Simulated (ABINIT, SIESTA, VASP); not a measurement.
## One calculation of CrN2, 3 ways

```
CELL_PARAMETERS angstrom
3.90179 0.00000 0.00000
0.00000 4.80951 0.00000
0.00000 0.00000 2.78417
ATOMIC_POSITIONS crystal
Cr 0.00000 0.00000 0.00000
Cr 0.50000 0.50000 0.50000
N 0.86617 0.58878 0.00000
N 0.13383 0.41123 0.00000
N 0.36617 0.91122 0.50000
N 0.63383 0.08878 0.50000
```

The cell comes from a database or a generator and needn't be the stable form of this composition.

Alike in all runs: task single point; functional PBE; k mesh 7 × 6 × 10; occupations fermi-dirac, width 0.05 eV; collinear spin, ferromagnetic start; no spin-orbit coupling. Pressure is positive in compression and, in plane waves, holds the error of the finite cutoff.

```
                                                                                   program and potentials  plane-wave cutoff (eV)                                                 notes  pressure (GPa)  net moment per atom (μB)  largest force (eV/Å)
SIESTA, files PseudoDojo sr-pbe-0.4.1-standard, DZP (energy shift 0.003 Ry; two zetas on semicore shells)                       -  atomic basis; 8 valence electrons an atom on average            2.28                      0.71                 0.843
                                                                     VASP, PBE PAW files Cr_pv, N, 520 eV                     520             7.33 valence electrons an atom on average           -0.64                      0.71                 0.095
                                                                                 ABINIT, JTH PAW PBE v2.0                     707                8 valence electrons an atom on average           -0.97                      0.71                 0.049
```

Force on atom 3 (N), eV/Å:

```tsv
program and potentials	x	y	z
SIESTA, files PseudoDojo sr-pbe-0.4.1-standard, DZP (energy shift 0.003 Ry; two zetas on semicore shells)	-0.627	0.563	0.000
VASP, PBE PAW files Cr_pv, N, 520 eV	-0.091	0.026	0.000
ABINIT, JTH PAW PBE v2.0	0.002	-0.049	0.000
```

The pressure spans -0.97 (ABINIT, JTH PAW PBE v2.0) to 2.28 GPa (SIESTA, files PseudoDojo sr-pbe-0.4.1-standard, DZP (energy shift 0.003 Ry; two zetas on semicore shells)). All agree on the net moment per atom. The state is the one that the start led to, which needn't be the lowest. Rows in atomic bases carry the error of their basis and grid, which can be large.

Differences between rows come from potentials, basis sets and numerical settings, since the functional is the same but for its coding. Runs on potential files found faulty are left out.

The nitrogen atoms form close pairs, with a separation between those typical of N–N single and double bonds, so this is better read as a dinitrogen compound than as a nitride of isolated N³⁻ ions. Electrons transferred from chromium enter the π* orbitals of the pair and weaken its bond. The shared moment of 0.71 μB per atom, gathered onto the metal, lies near the spin-only value for tetravalent chromium, though covalent Cr–N mixing makes that a formal count.

The large SIESTA force on atom 3 points almost exactly away from its bonded partner, so that run favours a longer N–N bond at this geometry. The discrepancy is therefore concentrated in a stiff, short bond, where limited flexibility of the atomic basis probably matters most. The moment is much less sensitive, as it depends mainly on the filling of the Cr 3d states. Its agreement across the runs therefore supports a common spin state, but not a common equilibrium N–N length. The net moment alone doesn't establish how the spin is shared between chromium and nitrogen.
